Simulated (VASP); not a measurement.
Calculation: PBE GGA, VASP's PBE PAW potentials (set 64) (plane waves; VASP).

The input files of a VASP run:

**POSCAR**
```
ZrC
1.0
  0.0000000000   2.3383483024   2.3383483024
  2.3383483024   0.0000000000   2.3383483024
  2.3383483024   2.3383483024   0.0000000000
Zr C
1 1
direct
  0.0000000000   0.0000000000   0.0000000000
  0.5000000000   0.5000000000   0.5000000000
```

### INCAR
```
ALGO = Normal
EDIFF = 1E-6
EDIFFG = -0.02
ENCUT = 620
GGA = PE
IBRION = 2
ISIF = 3
ISMEAR = 1
LASPH = .True.
LCHARG = .False.
LMAXMIX = 4
LREAL = .False.
LWAVE = .False.
NELM = 100
NSW = 40
PREC = Accurate
PSTRESS = 100
SIGMA = 0.1
SYSTEM = ZrC
```

**KPOINTS**
```
Regular mesh
0
G
13 13 13
0 0 0
```

POTCAR, in this order: Zr_sv C (PBE.64 set). Program: vasp_std.

The run wrote:

**OSZICAR**
```
       N       E                     dE             d eps       ncg     rms          rms(c)
DAV:   1     0.124909431764E+03    0.12491E+03   -0.99743E+03  2016   0.155E+03
DAV:   2    -0.162366926654E+02   -0.14115E+03   -0.13267E+03  2328   0.356E+02
DAV:   3    -0.226420810289E+02   -0.64054E+01   -0.62997E+01  3016   0.699E+01
DAV:   4    -0.228978824132E+02   -0.25580E+00   -0.25562E+00  2588   0.127E+01
DAV:   5    -0.229029229175E+02   -0.50405E-02   -0.50402E-02  2932   0.166E+00    0.218E+01
DAV:   6    -0.195852061687E+02    0.33177E+01   -0.16311E+01  2272   0.285E+01    0.841E+00
DAV:   7    -0.194640634164E+02    0.12114E+00   -0.73207E-01  2368   0.700E+00    0.612E+00
DAV:   8    -0.194581509365E+02    0.59125E-02   -0.13498E-01  2180   0.351E+00    0.145E+00
DAV:   9    -0.194539083599E+02    0.42426E-02   -0.30389E-02  2492   0.117E+00    0.459E-01
DAV:  10    -0.194542611500E+02   -0.35279E-03   -0.19899E-03  2320   0.573E-01    0.347E-01
DAV:  11    -0.194540757180E+02    0.18543E-03   -0.68787E-04  2232   0.206E-01    0.171E-02
DAV:  12    -0.194540741599E+02    0.15581E-05   -0.11586E-05  2884   0.379E-02    0.118E-02
DAV:  13    -0.194540737483E+02    0.41163E-06   -0.37996E-07  1276   0.626E-03
   1 F= -.17858022E+02 E0= -.17857958E+02  d E =-.178580E+02
       N       E                     dE             d eps       ncg     rms          rms(c)
DAV:   1    -0.196739072122E+02   -0.21983E+00   -0.11716E+01  2028   0.400E+01    0.811E+00
DAV:   2    -0.193768707362E+02    0.29704E+00   -0.65426E-01  2020   0.104E+01    0.237E+00
DAV:   3    -0.193249305535E+02    0.51940E-01   -0.35749E-01  2848   0.512E+00    0.101E+00
DAV:   4    -0.193327514632E+02   -0.78209E-02   -0.74003E-03  2380   0.841E-01    0.526E-01
DAV:   5    -0.193386214687E+02   -0.58700E-02   -0.12128E-02  2668   0.636E-01    0.218E-01
DAV:   6    -0.193393263940E+02   -0.70493E-03   -0.73229E-04  3268   0.224E-01    0.807E-02
DAV:   7    -0.193394031671E+02   -0.76773E-04   -0.86049E-05  2400   0.962E-02    0.246E-02
DAV:   8    -0.193393979672E+02    0.52000E-05   -0.61268E-06  2252   0.279E-02    0.113E-02
DAV:   9    -0.193394015208E+02   -0.35536E-05   -0.28975E-06  1928   0.232E-02    0.597E-03
DAV:  10    -0.193394011036E+02    0.41715E-06   -0.12806E-07  1088   0.501E-03
   2 F= -.17834649E+02 E0= -.17834609E+02  d E =0.233731E-01
       N       E                     dE             d eps       ncg     rms          rms(c)
DAV:   1    -0.195651443377E+02   -0.22574E+00   -0.49834E+00  2044   0.267E+01    0.513E+00
DAV:   2    -0.194519260178E+02    0.11322E+00   -0.35846E-01  2076   0.746E+00    0.158E+00
DAV:   3    -0.194251800877E+02    0.26746E-01   -0.12084E-01  2772   0.305E+00    0.487E-01
DAV:   4    -0.194281128903E+02   -0.29328E-02   -0.45189E-03  2808   0.575E-01    0.360E-01
DAV:   5    -0.194307842583E+02   -0.26714E-02   -0.50414E-03  3256   0.394E-01    0.637E-02
DAV:   6    -0.194308427817E+02   -0.58523E-04   -0.12545E-04  3068   0.114E-01    0.358E-02
DAV:   7    -0.194308440173E+02   -0.12356E-05   -0.43239E-05  2532   0.847E-02    0.249E-02
DAV:   8    -0.194308491292E+02   -0.51119E-05   -0.54192E-06  2108   0.310E-02    0.201E-03
DAV:   9    -0.194308489932E+02    0.13595E-06   -0.12249E-07  1096   0.331E-03
   3 F= -.17866193E+02 E0= -.17866134E+02  d E =-.817142E-02
```

OUTCAR:
```
------------------------ aborting loop because EDIFF is reached ----------------------------------------
  FORCE on cell =-STRESS in cart. coord.  units (eV):
  Direction    XX          YY          ZZ          XY          YZ          ZX
  --------------------------------------------------------------------------------------
  Total        1.5560647      1.5560647      1.5560647     -0.0000000     -0.0000000      0.0000000
  in kB       99.4509304     99.4509304     99.4509304     -0.0000000     -0.0000000      0.0000000
  external PRESSURE =      -0.5490696 kB  Pullay stress =     100.0000000 kB
  volume of cell :       25.07
      direct lattice vectors                 reciprocal lattice vectors
     0.000000000  2.322913987  2.322913987    -0.215246885  0.215246885  0.215246885
     2.322913987  0.000000000  2.322913987     0.215246885 -0.215246885  0.215246885
     2.322913987  2.322913987  0.000000000     0.215246885  0.215246885 -0.215246885
 POSITION                                       TOTAL-FORCE (eV/Angst)
 -----------------------------------------------------------------------------------
      0.00000      0.00000      0.00000        -0.000000      0.000000      0.000000
      2.32291      2.32291      2.32291         0.000000     -0.000000     -0.000000
 -----------------------------------------------------------------------------------
    total drift:                                0.000000      0.000000      0.000000
  FREE ENERGIE OF THE ION-ELECTRON SYSTEM (eV)
  ---------------------------------------------------
  free  energy   TOTEN  =       -19.4308489932 eV

  energy  without entropy=      -19.4306706036  energy(sigma->0) =      -19.43078953
  enthalpy is  TOTEN    =       -17.8661932432 eV   P V=        1.5646557500

 reached required accuracy - stopping structural energy minimisation
```
(Selected blocks of OUTCAR.)

### CONTCAR
```
ZrC
   1.00000000000000
     0.0000000000000000    2.3229139872863516    2.3229139872863516
     2.3229139872863516    0.0000000000000000    2.3229139872863516
     2.3229139872863516    2.3229139872863516    0.0000000000000000
  Zr              C
     1     1
Direct
     0.0000000000000000    0.0000000000000000    0.0000000000000000
     0.5000000000000000    0.5000000000000000    0.5000000000000000
```

OUTCAR:
```
 val. band max:       10.0706230503   @ k =   0.3846   0.3077   0.0000

 cond. band min:      10.0919810627   @ k =   0.4615   0.4615   0.0000


 Fermi energy:        10.0761838172

 k-point     1 :       0.0000    0.0000    0.0000
  band No.  band energies     occupation
      1     -37.9509      2.00000
      2     -15.6364      2.00000
      3     -15.6364      2.00000
      4     -15.6364      2.00000
      5      -1.4072      2.00000
      6      10.9649     -0.00000
      7      10.9649     -0.00000
      8      10.9649     -0.00000
      9      11.1263     -0.00000
     10      11.1263     -0.00000
     11      11.1263     -0.00000
     12      12.9354      0.00000

 k-point     2 :       0.0769    0.0000    0.0000
  band No.  band energies     occupation
      1     -37.9441      2.00000
      2     -15.6968      2.00000
      3     -15.6415      2.00000
      4     -15.6415      2.00000
      5      -1.2645      2.00000
      6       9.9887      2.01348
      7      10.2240     -0.05719
      8      10.2240     -0.05719
      9      11.4074     -0.00000
     10      11.4074     -0.00000
     11      11.7992     -0.00000
     12      13.6868      0.00000

 k-point     3 :       0.1538    0.0000    0.0000
  band No.  band energies     occupation
      1     -37.9254      2.00000
      2     -15.8604      2.00000
      3     -15.6556      2.00000
      4     -15.6556      2.00000
      5      -0.8591      2.00000
      6       8.7651      2.00000
      7       9.2376      2.00000
      8       9.2376      2.00000
      9      11.8352     -0.00000
     10      11.8352     -0.00000
     11      12.2964      0.00000
     12      15.0971      0.00000

 k-point     4 :       0.2308    0.0000    0.0000
  band No.  band energies     occupation
      1     -37.8989      2.00000
      2     -16.0830      2.00000
      3     -15.6754      2.00000
      4     -15.6754      2.00000
      5      -0.2521      2.00000
      6       7.5205      2.00000
...
```

The compound is ZrC in the rock salt structure. This run relaxes it under an external pressure of 10 GPa. Symmetry was kept, so distortions that lower it aren't found.
